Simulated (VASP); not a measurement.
These are PBE GGA, VASP's PBE PAW potentials (set 64) (plane waves; VASP 6.6.1) values and carry that method's errors.

VASP input:

INCAR:
```
SIGMA = 0.05   # width (eV)
LMAXMIX = 4   # l cut-off of mixed one-centre charges
LWAVE = .FALSE.
ALGO = Normal   # blocked Davidson
ENCUT = 400
LASPH = .TRUE.   # aspherical one-centre terms
PREC = Accurate
SYSTEM = PbTe
NELM = 100   # most electronic steps
ICHARG = 11   # fixed density
LCHARG = .FALSE.
GGA = PE   # PBE
LORBIT = 11
LREAL = .FALSE.
ISMEAR = 0   # Gaussian
EDIFF = 1E-7
```

### KPOINTS
```
k-points along high-symmetry lines
15
Line-mode
Reciprocal
  0.000000   0.000000   0.000000 ! GAMMA
  0.500000   0.000000   0.500000 ! X

  0.500000   0.000000   0.500000 ! X
  0.625000   0.250000   0.625000 ! U

  0.375000   0.375000   0.750000 ! K
  0.000000   0.000000   0.000000 ! GAMMA

  0.000000   0.000000   0.000000 ! GAMMA
  0.500000   0.500000   0.500000 ! L

  0.500000   0.500000   0.500000 ! L
  0.500000   0.250000   0.750000 ! W

  0.500000   0.250000   0.750000 ! W
  0.500000   0.000000   0.500000 ! X
```

File POSCAR:
```
PbTe
1
    0.0000000000     3.2818670601     3.2818670601
    3.2818670601     0.0000000000     3.2818670601
    3.2818670601     3.2818670601     0.0000000000
Te Pb
1 1
Direct
  0.5000000000   0.5000000000   0.5000000000
  0.0000000000   0.0000000000   0.0000000000
```

POTCAR, in this order: Te Pb_d (PBE.64 set). Program: vasp_std. Read from the step before: CHGCAR.

What VASP printed:

**OSZICAR**
```
       N       E                     dE             d eps       ncg     rms          rms(c)
DAV:   1     0.140378950452E+03    0.14038E+03   -0.80130E+03  2542   0.112E+03
DAV:   2     0.221292379457E+01   -0.13817E+03   -0.13541E+03  2646   0.309E+02
DAV:   3    -0.765788203635E+01   -0.98708E+01   -0.97746E+01  3372   0.917E+01
DAV:   4    -0.789535432595E+01   -0.23747E+00   -0.23740E+00  3066   0.178E+01
DAV:   5    -0.790348288133E+01   -0.81286E-02   -0.81284E-02  3532   0.270E+00
DAV:   6    -0.790387397651E+01   -0.39110E-03   -0.39109E-03  3440   0.507E-01
DAV:   7    -0.790387665151E+01   -0.26750E-05   -0.26750E-05  3538   0.442E-02
DAV:   8    -0.790387670132E+01   -0.49806E-07   -0.49792E-07  3050   0.611E-03
   1 F= -.79038767E+01 E0= -.79038767E+01  d E =-.916203E-13
```

### OUTCAR
```
 val. band max:        5.0265611364   @ k =   0.5000   0.5000   0.5000

 cond. band min:       5.8541041630   @ k =   0.5000   0.5000   0.5000



 k-point     1 :       0.0000    0.0000    0.0000
  band No.  band energies     occupation
      1     -11.6196      2.00000
      2     -11.6196      2.00000
      3     -11.6137      2.00000
      4     -11.6137      2.00000
      5     -11.6137      2.00000
      6      -6.6074      2.00000
      7      -0.6779      2.00000
      8       3.8619      2.00000
      9       3.8619      2.00000
     10       3.8619      2.00000
     11       9.0555      0.00000
     12       9.0555      0.00000
     13       9.0555      0.00000
     14      10.9354      0.00000

 k-point     2 :       0.0357    0.0000    0.0357
  band No.  band energies     occupation
      1     -11.6200      2.00000
      2     -11.6195      2.00000
      3     -11.6138      2.00000
      4     -11.6135      2.00000
      5     -11.6135      2.00000
      6      -6.5937      2.00000
      7      -0.7208      2.00000
      8       3.8403      2.00000
      9       3.8403      2.00000
     10       3.9363      2.00000
     11       8.8196      0.00000
     12       9.0547      0.00000
     13       9.0547      0.00000
     14      10.8338      0.00000

 k-point     3 :       0.0714    0.0000    0.0714
  band No.  band energies     occupation
      1     -11.6212      2.00000
      2     -11.6191      2.00000
      3     -11.6142      2.00000
      4     -11.6128      2.00000
      5     -11.6128      2.00000
      6      -6.5526      2.00000
      7      -0.8396      2.00000
      8       3.7775      2.00000
      9       3.7775      2.00000
     10       4.1437      2.00000
     11       8.2632      0.00000
     12       9.0582      0.00000
     13       9.0582      0.00000
     14      10.5952      0.00000

 k-point     4 :       0.1071    0.0000    0.1071
  band No.  band energies     occupation
      1     -11.6232      2.00000
...
```

The density is held fixed in this step, so its total energy and stress have no physical meaning. Unless said otherwise, spin-orbit coupling is left out, though it shifts the bands of the heavy elements here.

The compound is PbTe in the rock salt structure. It was relaxed first.
